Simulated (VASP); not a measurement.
## BiS in VASP: the effect of strain

BiS:

```
Bi S
1.0
     2.02490    1.16908    3.50049
    -2.02490    1.16908    3.50049
     0.00000   -2.33815    3.50049
Bi S
1 1
Cartesian
  0.0000 0.0000 0.0000
  0.0000 0.0000 5.2507
```

The cell was built by a generator and needn't be a form met in nature.

The cell isn't the ideal one: strain = -0.04.

Alike in all runs:

```yaml
Program: VASP 6.6.1
Task: single point
Functional: PBE
Potentials_or_basis: VASP PAW PBE potentials, release 64 (Bi_d, S)
Cutoff: 520 eV
k_mesh: 8 × 8 × 8
Occupations: fermi-dirac, width 0.05 eV
Spin: no spin polarisation
Strain_kind: biaxial_xy
Further_INCAR_settings: ALGO = Normal; EDIFF = 1e-06
```

One run gave: pressure 1.0 GPa. Which strain did it use?
A. 0.01
B. -0.02
C. 0
D. -0.04
E. 0.04

B.

```tsv
strain	pressure (GPa)
-0.04	3.8
-0.02	1.0
-0.01	-0.3
0	-1.4
0.01	-2.4
0.02	-3.4
0.04	-5.0
```
